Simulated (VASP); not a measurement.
Input:

```
CELL_PARAMETERS angstrom
      1.32486     0.76491     4.23300
     -1.32486     0.76491     4.23300
      0.00000    -1.52981     4.23300
ATOMIC_POSITIONS crystal
  Al 0.00000 0.00000 0.00000
  Ru 0.50000 0.50000 0.50000
```

Level of theory: PBEsol GGA, VASP's PBE PAW potentials (set 64) (plane waves; VASP). Settings: 400 eV cut-off, 14×14×14 Γ-centred mesh, first-order Methfessel-Paxton smearing of 0.10 eV, potentials Al Ru_pv.

Energy and stress use the plane-wave basis of the starting cell.

Task: The ions, cell shape and volume are relaxed. Give the cell that the relaxation ends in.

Result: 
```
CELL_PARAMETERS angstrom
      1.41950     0.81955     3.93712
     -1.41950     0.81955     3.93712
      0.00000    -1.63910     3.93712
ATOMIC_POSITIONS crystal
  Al 0.00000 0.00000 0.00000
  Ru 0.50000 0.50000 0.50000
```
Space group R-3m (166), at a tolerance of 0.03 Å.

Task: How do energy and volume change from the first to the last step?

Result: The energy (σ→0) changes by -142.2 meV/atom and the volume by +6.8 %, in 7 ionic steps.

The structure was generated: AlRu was put into the CuPt type (R-3m), which need not be its known phase. This run relaxes it. Symmetry was kept, so distortions that lower it aren't found. The electron count is odd and the run is not spin-polarised, which forces a metal.
